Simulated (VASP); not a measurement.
Here is the system:

```
Cu2O
1.0
    4.23395     0.00000     0.00000
    0.00000     4.23395     0.00000
    0.00000     0.00000     4.23395
Cu O
4 2
Cartesian
  3.17546   1.05849   3.17546
  1.05849   3.17546   3.17546
  3.17546   3.17546   1.05849
  1.05849   1.05849   1.05849
  0.00000   0.00000   0.00000
  2.11698   2.11698   2.11698
```

Calculation: PBEsol GGA, VASP's PBE PAW potentials (set 64) (plane waves; VASP). Settings: 520 eV cut-off, Gaussian smearing of 0.050 eV, potentials Cu O.

Give the energies of bands 18 to 31 at the high-symmetry points, in eV from the valence-band maximum.

```
band      Γ      X      M      R
----  -----  -----  -----  -----
18    -1.96  -2.10  -2.26  -2.01
19    -1.96  -2.10  -1.98  -2.01
20    -1.80  -2.10  -1.98  -1.79
21    -1.80  -1.92  -1.97  -1.79
22    -1.80  -1.92  -1.97  -1.79
23    -1.61  -1.73  -1.52  -1.67
24    -1.61  -1.73  -1.52  -1.67
25    -1.61  -1.23  -1.24  -1.03
26     0.00  -1.23  -1.24  -0.58
27     0.00  -0.41  -0.68  -0.58
28     0.00  -0.41  -0.68  -0.58
29     0.55   2.28   1.88   2.38
30     1.12   2.28   1.88   2.38
31     1.12   4.18   3.86   2.38
```

The gap is direct, 0.55 eV, from the valence maximum at Γ to the conduction minimum at Γ.

Measured: gap 2.20 eV (computed value off by -1.65 eV), as given by Wei Chen et al., Physical Review Materials (2018), doi:10.1103/physrevmaterials.2.073803 [zero-point renormalisation of 0.03 eV added back (the table's ZPR column)].

The compound is Cu2O in the cuprite structure. It was relaxed first.
